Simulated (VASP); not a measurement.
Here is the system:

```
CELL_PARAMETERS angstrom
      2.99000     0.00000     0.00000
      0.00000     2.99000     0.00000
      0.00000     0.00000     2.99000
ATOMIC_POSITIONS crystal
  Al 0.50000 0.50000 0.50000
  Ru 0.00000 0.00000 0.00000
```

Level of theory: vdW-DF2, VASP's PBE PAW potentials (set 64) (plane waves; VASP 6.6.1). Settings: 520 eV cut-off, 11×11×11 Γ-centred mesh, first-order Methfessel-Paxton smearing of 0.10 eV, potentials Al Ru_pv.

Energy and stress use the plane-wave basis of the starting cell.

The ions, cell shape and volume are relaxed. Predict the relaxed structure.

```
CELL_PARAMETERS angstrom
      3.05693     0.00000     0.00000
      0.00000     3.05693     0.00000
      0.00000     0.00000     3.05693
ATOMIC_POSITIONS crystal
  Al 0.50000 0.50000 0.50000
  Ru 0.00000 0.00000 0.00000
```
Space group Pm-3m (221), at a tolerance of 0.03 Å.

How do energy and volume change from the first to the last step?

The energy (σ→0) changes by -36.6 meV/atom and the volume by +6.9 %, in 4 ionic steps.

```
step  E(σ→0) (eV)  max force (eV/Å)  pressure (GPa)  volume (Å³)
----  -----------  ----------------  --------------  -----------
1         -7.8632             0.000           13.56        26.73
2         -7.8101             0.000          -13.32        31.35
3         -7.9362             0.000           -0.25        28.60
4         -7.9363             0.000            0.00        28.57
```

The compound is RuAl in the CsCl type structure. This run relaxes it. Symmetry was kept, so distortions that lower it aren't found. The electron count is odd and the run is not spin-polarised, which forces a metal.
